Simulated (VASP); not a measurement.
Level of theory: LDA (Ceperley-Alder, Perdew-Zunger), VASP's LDA PAW potentials (set 64) (plane waves; VASP).

The input files of a VASP run:

**KPOINTS**
```
Automatic mesh
0
Gamma
12 12 12
0 0 0
```

**POSCAR**
```
Se
1
    2.7723329933     0.0000000000     0.0000000000
    0.0000000000     2.7723329933     0.0000000000
    0.0000000000     0.0000000000     2.7723329933
Se
1
Direct
  0.0000000000   0.0000000000   0.0000000000
```

**INCAR**
```
SYSTEM = Se
PREC = Accurate
ENCUT = 530
EDIFF = 1E-7
NELM = 100
ALGO = Normal
LREAL = .FALSE.
LASPH = .TRUE.
ISMEAR = 1
SIGMA = 0.1
LMAXMIX = 4
LWAVE = .FALSE.
LCHARG = .FALSE.
IBRION = 6
ISIF = 3
NFREE = 2
POTIM = 0.015
NSW = 1
```

POTCAR, in this order: Se (LDA.64 set). Program: vasp_std.

The resulting files:

OUTCAR:
```
 ion  position               nearest neighbor table
   1  0.000  0.000  0.000-
  LATTYP: Found a simple cubic cell.
 ALAT       =     2.7723329933
 Subroutine PRICEL returns:
 Original cell was already a primitive cell.
 Subroutine GETGRP returns: Found 48 space group operations
The static configuration has the point symmetry O_h .
The dynamic configuration has the point symmetry O_h .
 Subroutine INISYM returns: Found 48 space group operations
 Subroutine IBZKPT returns following result:
 Found     84 irreducible k-points:

 Following reciprocal coordinates:
            Coordinates               Weight
  0.000000  0.000000  0.000000      1.000000
  0.083333  0.000000  0.000000      6.000000
  0.166667  0.000000  0.000000      6.000000
  0.250000  0.000000  0.000000      6.000000
  0.333333  0.000000  0.000000      6.000000
  0.416667  0.000000  0.000000      6.000000
  0.500000  0.000000  0.000000      3.000000
  0.083333  0.083333  0.000000     12.000000
  0.166667  0.083333  0.000000     24.000000
  0.250000  0.083333  0.000000     24.000000
...
```

**OSZICAR**
```
...
   5 F= -.40756465E+01 E0= -.40756548E+01  d E =0.248607E-04
       N       E                     dE             d eps       ncg     rms          rms(c)
DAV:   1    -0.411781099805E+01   -0.42164E-01   -0.64320E-01  3052   0.506E+00    0.653E-01
DAV:   2    -0.409787799908E+01    0.19933E-01   -0.19726E-02  3094   0.104E+00    0.348E-01
DAV:   3    -0.408025447149E+01    0.17624E-01   -0.17126E-02  2996   0.767E-01    0.910E-02
DAV:   4    -0.407913603188E+01    0.11184E-02   -0.19738E-04  3269   0.117E-01    0.542E-02
DAV:   5    -0.407586299388E+01    0.32730E-02   -0.12104E-04  3332   0.738E-02    0.623E-03
DAV:   6    -0.407574738410E+01    0.11561E-03   -0.37132E-06  3332   0.158E-02    0.509E-03
DAV:   7    -0.407565865536E+01    0.88729E-04   -0.25590E-07  3374   0.336E-03    0.379E-04
DAV:   8    -0.407566179888E+01   -0.31435E-05   -0.35720E-09  1715   0.563E-04    0.221E-04
DAV:   9    -0.407566083181E+01    0.96707E-06   -0.96516E-10  1631   0.232E-04    0.452E-05
DAV:  10    -0.407566075687E+01    0.74938E-07   -0.90949E-11  1498   0.804E-05
   6 F= -.40756608E+01 E0= -.40756598E+01  d E =-.274879E-05
       N       E                     dE             d eps       ncg     rms          rms(c)
DAV:   1    -0.410245021445E+01   -0.26789E-01   -0.99766E-01  3122   0.605E+00    0.772E-01
DAV:   2    -0.408333018325E+01    0.19120E-01   -0.32130E-02  3136   0.135E+00    0.442E-01
DAV:   3    -0.407567873197E+01    0.76515E-02   -0.22293E-02  3178   0.928E-01    0.885E-02
DAV:   4    -0.407566553223E+01    0.13200E-04   -0.31338E-04  3038   0.150E-01    0.590E-02
DAV:   5    -0.407564653792E+01    0.18994E-04   -0.13909E-05  3577   0.323E-02    0.296E-03
DAV:   6    -0.407564654012E+01   -0.22025E-08   -0.52458E-08  3059   0.235E-03
   7 F= -.40756465E+01 E0= -.40756548E+01  d E =0.247524E-04
       N       E                     dE             d eps       ncg     rms          rms(c)
DAV:   1    -0.408468668894E+01   -0.90402E-02   -0.41475E-01  8197   0.378E+00    0.404E-01
DAV:   2    -0.407980663475E+01    0.48801E-02   -0.12496E-02  8722   0.883E-01    0.249E-01
DAV:   3    -0.407764182573E+01    0.21648E-02   -0.63702E-03  8652   0.494E-01    0.489E-02
DAV:   4    -0.407763349595E+01    0.83298E-05   -0.10670E-04  9114   0.866E-02    0.308E-02
DAV:   5    -0.407762854227E+01    0.49537E-05   -0.48252E-06  9667   0.190E-02    0.239E-03
DAV:   6    -0.407762848026E+01    0.62007E-07   -0.65857E-08  7819   0.238E-03
   8 F= -.40776285E+01 E0= -.40774981E+01  d E =-.391088E-03
       N       E                     dE             d eps       ncg     rms          rms(c)
DAV:   1    -0.407955957828E+01   -0.19310E-02   -0.23664E-01  8463   0.264E+00    0.326E-01
DAV:   2    -0.407831453558E+01    0.12450E-02   -0.43484E-03  9114   0.524E-01    0.185E-01
DAV:   3    -0.407762728363E+01    0.68725E-03   -0.17466E-03  9765   0.253E-01    0.212E-02
DAV:   4    -0.407762872256E+01   -0.14389E-05   -0.41470E-05  8533   0.502E-02    0.159E-02
DAV:   5    -0.407762847084E+01    0.25173E-06   -0.27630E-06  9590   0.103E-02    0.179E-03
DAV:   6    -0.407762847625E+01   -0.54097E-08   -0.61184E-08  6251   0.197E-03
   9 F= -.40776285E+01 E0= -.40774982E+01  d E =-.390894E-03
       N       E                     dE             d eps       ncg     rms          rms(c)
DAV:   1    -0.407850076004E+01   -0.87229E-03   -0.22651E-01  8484   0.259E+00    0.215E-01
DAV:   2    -0.407809135230E+01    0.40941E-03   -0.38425E-03  8813   0.499E-01    0.128E-01
DAV:   3    -0.407763771462E+01    0.45364E-03   -0.93026E-04 10052   0.185E-01    0.160E-02
DAV:   4    -0.407763460483E+01    0.31098E-05   -0.22818E-05  8610   0.407E-02    0.104E-02
DAV:   5    -0.407762847877E+01    0.61261E-05   -0.57120E-06  9800   0.145E-02    0.578E-04
DAV:   6    -0.407762851632E+01   -0.37544E-07   -0.13509E-07  7840   0.313E-03
  10 F= -.40776285E+01 E0= -.40774982E+01  d E =-.390908E-03
       N       E                     dE             d eps       ncg     rms          rms(c)
DAV:   1    -0.407970152202E+01   -0.20730E-02   -0.20213E-01  8463   0.258E+00    0.326E-01
DAV:   2    -0.407831325665E+01    0.13883E-02   -0.29787E-03  9184   0.437E-01    0.184E-01
DAV:   3    -0.407762756175E+01    0.68569E-03   -0.17458E-03  9212   0.252E-01    0.213E-02
DAV:   4    -0.407762937959E+01   -0.18178E-05   -0.41882E-05  8932   0.507E-02    0.179E-02
DAV:   5    -0.407762848216E+01    0.89744E-06   -0.30537E-06  9555   0.106E-02    0.342E-03
DAV:   6    -0.407762848181E+01    0.34333E-09   -0.28846E-07  8498   0.363E-03
  11 F= -.40776285E+01 E0= -.40774982E+01  d E =-.390801E-03
       N       E                     dE             d eps       ncg     rms          rms(c)
DAV:   1    -0.407888851325E+01   -0.12600E-02   -0.18430E-01  8470   0.244E+00    0.214E-01
DAV:   2    -0.407824640703E+01    0.64211E-03   -0.24282E-03  9268   0.404E-01    0.128E-01
DAV:   3    -0.407765304194E+01    0.59337E-03   -0.93726E-04  9646   0.185E-01    0.161E-02
DAV:   4    -0.407764736259E+01    0.56793E-05   -0.23094E-05  8932   0.406E-02    0.108E-02
DAV:   5    -0.407762882718E+01    0.18535E-04   -0.56500E-06  9737   0.144E-02    0.636E-04
DAV:   6    -0.407762866461E+01    0.16257E-06   -0.14650E-07  8064   0.321E-03    0.544E-04
DAV:   7    -0.407762849687E+01    0.16774E-06   -0.36774E-09  4788   0.434E-04    0.981E-05
DAV:   8    -0.407762847708E+01    0.19793E-07   -0.31873E-10  4375   0.129E-04
  12 F= -.40776285E+01 E0= -.40774982E+01  d E =-.390947E-03
       N       E                     dE             d eps       ncg     rms          rms(c)
DAV:   1    -0.407966551826E+01   -0.20370E-02   -0.20975E-01  8491   0.261E+00    0.325E-01
DAV:   2    -0.407831305553E+01    0.13525E-02   -0.33366E-03  8834   0.462E-01    0.184E-01
DAV:   3    -0.407762795792E+01    0.68510E-03   -0.17607E-03  9758   0.254E-01    0.215E-02
DAV:   4    -0.407763029196E+01   -0.23340E-05   -0.40256E-05  8834   0.496E-02    0.199E-02
DAV:   5    -0.407762904023E+01    0.12517E-05   -0.13575E-06  9709   0.705E-03    0.961E-03
DAV:   6    -0.407762849963E+01    0.54061E-06   -0.28144E-06  8918   0.995E-03    0.740E-03
DAV:   7    -0.407762848068E+01    0.18947E-07   -0.94058E-08  5838   0.233E-03
  13 F= -.40776285E+01 E0= -.40774982E+01  d E =-.390830E-03
       N       E                     dE             d eps       ncg     rms          rms(c)
DAV:   1    -0.407765964111E+01   -0.31141E-04   -0.27155E-01  1400   0.340E+00    0.141E-01
DAV:   2    -0.407778654087E+01   -0.12690E-03   -0.46229E-03  1393   0.592E-01    0.884E-02
DAV:   3    -0.407759941016E+01    0.18713E-03   -0.50871E-04  1575   0.136E-01    0.266E-03
DAV:   4    -0.407760432451E+01   -0.49143E-05   -0.14108E-05  1386   0.299E-02    0.179E-03
DAV:   5    -0.407760970406E+01   -0.53796E-05   -0.53757E-08  1505   0.201E-03    0.136E-04
DAV:   6    -0.407761020120E+01   -0.49714E-06   -0.10555E-09   819   0.293E-04    0.675E-05
DAV:   7    -0.407761057411E+01   -0.37291E-06   -0.27365E-10   791   0.119E-04    0.561E-06
DAV:   8    -0.407761063093E+01   -0.56823E-07   -0.11853E-11   728   0.321E-05
  14 F= -.40776106E+01 E0= -.40773779E+01  d E =-.698275E-03
       N       E                     dE             d eps       ncg     rms          rms(c)
DAV:   1    -0.407618799217E+01    0.14226E-02   -0.71245E-01  1176   0.551E+00    0.402E-02
DAV:   2    -0.407758414456E+01   -0.13962E-02   -0.14000E-02  1197   0.973E-01    0.244E-02
DAV:   3    -0.407760591590E+01   -0.21771E-04   -0.37745E-05  1631   0.625E-02    0.418E-03
DAV:   4    -0.407761044112E+01   -0.45252E-05   -0.60734E-07  1253   0.609E-03    0.510E-04
DAV:   5    -0.407761065082E+01   -0.20970E-06   -0.21969E-08  1204   0.109E-03    0.113E-04
DAV:   6    -0.407761068129E+01   -0.30470E-07   -0.43616E-10   686   0.189E-04
  15 F= -.40776107E+01 E0= -.40773779E+01  d E =-.698272E-03
```

File OUTCAR:
```
------------------------ aborting loop because EDIFF is reached ----------------------------------------
  FORCE on cell =-STRESS in cart. coord.  units (eV):
  Direction    XX          YY          ZZ          XY          YZ          ZX
  --------------------------------------------------------------------------------------
  Total        0.0040810      0.0040810      0.0040810      0.0000000     -0.0000000      0.0000000
  in kB        0.3068614      0.3068614      0.3068614      0.0000000     -0.0000000      0.0000000
  external PRESSURE =       0.3068614 kB  Pullay stress =       0.0000000 kB
  volume of cell :       21.31
      direct lattice vectors                 reciprocal lattice vectors
     2.772332993  0.000000000  0.000000000     0.360707030  0.000000000  0.000000000
     0.000000000  2.772332993  0.000000000     0.000000000  0.360707030  0.000000000
     0.000000000  0.000000000  2.772332993     0.000000000  0.000000000  0.360707030
 POSITION                                       TOTAL-FORCE (eV/Angst)
 -----------------------------------------------------------------------------------
     -0.01500      0.00000      0.00000        -0.000000      0.000000     -0.000000
 -----------------------------------------------------------------------------------
    total drift:                                0.000027      0.000000     -0.000000
  FREE ENERGIE OF THE ION-ELECTRON SYSTEM (eV)
  ---------------------------------------------------
  free  energy   TOTEN  =        -4.0776106813 eV

  energy  without entropy=       -4.0769124092  energy(sigma->0) =       -4.07737792

   1 f/i=    0.000000 THz     0.000000 2PiTHz    0.000000 cm-1     0.000000 meV
             X         Y         Z           dx          dy          dz
      0.000000  0.000000  0.000000     1.000000    0.000000    0.000000

   2 f/i=    0.000000 THz     0.000000 2PiTHz    0.000000 cm-1     0.000000 meV
             X         Y         Z           dx          dy          dz
      0.000000  0.000000  0.000000     0.000000    1.000000    0.000000

   3 f/i=    0.000000 THz     0.000000 2PiTHz    0.000000 cm-1     0.000000 meV
             X         Y         Z           dx          dy          dz
      0.000000  0.000000  0.000000     0.000000    0.000000    1.000000

 ELASTIC MODULI CONTR FROM IONIC RELAXATION (kBar)
 Direction    XX          YY          ZZ          XY          YZ          ZX
 --------------------------------------------------------------------------------
 XX           0.0000      0.0000      0.0000      0.0000      0.0000      0.0000
 YY           0.0000      0.0000      0.0000      0.0000      0.0000      0.0000
 ZZ           0.0000      0.0000      0.0000      0.0000      0.0000      0.0000
 XY           0.0000      0.0000      0.0000      0.0000      0.0000      0.0000
 YZ           0.0000      0.0000      0.0000      0.0000      0.0000      0.0000
 ZX           0.0000      0.0000      0.0000      0.0000      0.0000      0.0000
 --------------------------------------------------------------------------------

 TOTAL ELASTIC MODULI (kBar)
 Direction    XX          YY          ZZ          XY          YZ          ZX
 --------------------------------------------------------------------------------
 XX        1458.2796    584.2661    584.2661     -0.0000      0.0000      0.0000
 YY         584.2661   1458.2796    584.2661     -0.0000     -0.0000     -0.0000
 ZZ         584.2661    584.2661   1458.2796     -0.0000      0.0000     -0.0000
 XY          -0.0000     -0.0000     -0.0000      3.3747      0.0000      0.0000
 YZ           0.0000     -0.0000      0.0000      0.0000      3.3747      0.0000
 ZX           0.0000     -0.0000     -0.0000      0.0000      0.0000      3.3747
 --------------------------------------------------------------------------------
```
(Selected blocks of OUTCAR.)

Finite-difference elastic constants of metals are sensitive to mesh and smearing; shear constants can be off by tens of GPa.

The structure comes from a computed database's Se entry (Pm-3m); how it stands against other phases isn't given here. It was relaxed first.
